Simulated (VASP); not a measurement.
Level of theory: LDA (Ceperley-Alder, Perdew-Zunger), VASP's LDA PAW potentials (set 64) (plane waves; VASP).

The input files of a VASP run:

File KPOINTS:
```
kpoints
0
G
14 14 14
0 0 0
```

**POSCAR**
```
GaN
1
    0.0000000000     2.2320113091     2.2320113091
    2.2320113091     0.0000000000     2.2320113091
    2.2320113091     2.2320113091     0.0000000000
Ga N
1 1
Direct
  0.0000000000   0.0000000000   0.0000000000
  0.2500000000   0.2500000000   0.2500000000
```

INCAR:
```
! general
SYSTEM  =GaN
PREC    =Accurate
ENCUT   =520   ! plane-wave cut-off (eV)
LREAL   =.FALSE.
LASPH   =.TRUE.

! electronic loop
EDIFF   =1E-8   ! SCF stop (eV)
NELM    =100   ! most electronic steps
ALGO    =Normal
LMAXMIX =4   ! l cut-off of mixed one-centre charges

! smearing
ISMEAR  =0
SIGMA   =0.01

! ions
IBRION  =8   ! DFPT with symmetry
NSW     =1   ! most ionic steps

! output
LWAVE   =.FALSE.
LCHARG  =.FALSE.

! other
LEPSILON=.TRUE.
```

POTCAR, in this order: Ga_d N (LDA.64 set). Program: vasp_std.

The resulting files:

OUTCAR:
```
 ion  position               nearest neighbor table
   1  0.000  0.000  0.000-   2 1.93   2 1.93   2 1.93   2 1.93
   2  0.250  0.250  0.250-   1 1.93   1 1.93   1 1.93   1 1.93
  LATTYP: Found a face centered cubic cell.
 ALAT       =     4.4640226182
 Subroutine PRICEL returns:
 Original cell was already a primitive cell.
 Subroutine GETGRP returns: Found 24 space group operations
The static configuration has the point symmetry T_d .
The dynamic configuration has the point symmetry T_d .
 Subroutine INISYM returns: Found 24 space group operations
 Subroutine IBZKPT returns following result:
 Found    104 irreducible k-points:

 Following reciprocal coordinates:
            Coordinates               Weight
  0.000000  0.000000  0.000000      1.000000
  0.071429  0.000000  0.000000      8.000000
  0.142857  0.000000  0.000000      8.000000
  0.214286  0.000000  0.000000      8.000000
  0.285714  0.000000  0.000000      8.000000
  0.357143  0.000000  0.000000      8.000000
  0.428571  0.000000  0.000000      8.000000
  0.500000  0.000000  0.000000      4.000000
  0.071429  0.071429  0.000000      6.000000
  0.142857  0.071429  0.000000     24.000000
  0.214286  0.071429  0.000000     24.000000
  0.285714  0.071429  0.000000     24.000000
  0.357143  0.071429  0.000000     24.000000
  0.428571  0.071429  0.000000     24.000000
  0.500000  0.071429  0.000000     24.000000
 -0.428571  0.071429  0.000000     24.000000
 -0.357143  0.071429  0.000000     24.000000
 -0.285714  0.071429  0.000000     24.000000
 -0.214286  0.071429  0.000000     24.000000
 -0.142857  0.071429  0.000000     24.000000
 -0.071429  0.071429  0.000000     12.000000
  0.142857  0.142857  0.000000      6.000000
  0.214286  0.142857  0.000000     24.000000
  0.285714  0.142857  0.000000     24.000000
...
```

### OUTCAR
```


 HEAD OF MICROSCOPIC STATIC DIELECTRIC TENSOR (INDEPENDENT PARTICLE, excluding Hartree and local field effects)
 ------------------------------------------------------
           5.959775     0.000000     0.000000
           0.000000     5.959775    -0.000000
          -0.000000    -0.000000     5.959775
 ------------------------------------------------------

 MACROSCOPIC STATIC DIELECTRIC TENSOR (including local field effects in DFT)
 ------------------------------------------------------
           5.736511     0.000000     0.000000
          -0.000000     5.736511    -0.000000
           0.000000    -0.000000     5.736511
 ------------------------------------------------------

 PIEZOELECTRIC TENSOR (including local field effects)  for field in x, y, z        (e  Angst)
          XX          YY          ZZ          XY          YZ          ZX
  --------------------------------------------------------------------------------
  x     0.00000     0.00000     0.00000     0.00000    -1.40784     0.00000
  y     0.00000     0.00000     0.00000     0.00000     0.00000    -1.40784
  z     0.00000     0.00000    -0.00000    -1.40784     0.00000     0.00000

 PIEZOELECTRIC TENSOR (including local field effects)  for field in x, y, z        (C/m^2)
          XX          YY          ZZ          XY          YZ          ZX
  --------------------------------------------------------------------------------
  x     0.00000     0.00000     0.00000     0.00000    -1.01425     0.00000
  y     0.00000     0.00000     0.00000     0.00000     0.00000    -1.01425
  z     0.00000     0.00000    -0.00000    -1.01425     0.00000     0.00000

 BORN EFFECTIVE CHARGES (including local field effects) (in |e|, cummulative output)
 ---------------------------------------------------------------------------------
 ion    1
    1     2.62700     0.00000     0.00000
    2     0.00000     2.62700     0.00000
    3     0.00000     0.00000     2.62700
 ion    2
    1    -2.62700     0.00000     0.00000
    2     0.00000    -2.62700     0.00000
    3     0.00000     0.00000    -2.62700

   1 f  =   16.576487 THz   104.153138 2PiTHz  552.932079 cm-1    68.554810 meV

   2 f  =   16.576487 THz   104.153138 2PiTHz  552.932079 cm-1    68.554810 meV

   3 f  =   16.576487 THz   104.153138 2PiTHz  552.932079 cm-1    68.554810 meV

   4 f/i=    0.007428 THz     0.046670 2PiTHz    0.247765 cm-1     0.030719 meV

   5 f/i=    0.007428 THz     0.046670 2PiTHz    0.247765 cm-1     0.030719 meV

   6 f/i=    0.007428 THz     0.046670 2PiTHz    0.247765 cm-1     0.030719 meV

 MACROSCOPIC STATIC DIELECTRIC TENSOR IONIC CONTRIBUTION
 ------------------------------------------------------
           4.280064     0.000000     0.000000
           0.000000     4.280064    -0.000000
           0.000000    -0.000000     4.280064
 ------------------------------------------------------

 ELASTIC MODULI CONTR FROM IONIC RELAXATION (kBar)
 Direction    XX          YY          ZZ          XY          YZ          ZX
 --------------------------------------------------------------------------------
 XX          -0.0000      0.0000      0.0000      0.0000      0.0000      0.0000
 YY           0.0000     -0.0000     -0.0000      0.0000      0.0000     -0.0000
 ZZ           0.0000     -0.0000     -0.0000      0.0000      0.0000     -0.0000
 XY           0.0000      0.0000      0.0000   -422.7071      0.0000      0.0000
 YZ           0.0000      0.0000      0.0000      0.0000   -422.7071      0.0000
 ZX           0.0000     -0.0000     -0.0000      0.0000      0.0000   -422.7071
 --------------------------------------------------------------------------------

 PIEZOELECTRIC TENSOR IONIC CONTR  for field in x, y, z        (C/m^2)
          XX          YY          ZZ          XY          YZ          ZX
  --------------------------------------------------------------------------------
  x    -0.00000     0.00000     0.00000     0.00000     1.26566     0.00000
  y     0.00000     0.00000     0.00000    -0.00000     0.00000     1.26566
  z     0.00000    -0.00000    -0.00000     1.26566     0.00000    -0.00000
```
(Selected blocks of OUTCAR.)

The dielectric response may not be converged in the k-mesh; for small gaps it tends to come out too large.

The compound is GaN in the zinc blende structure, a metastable form; wurtzite is the usual one. It was relaxed first.
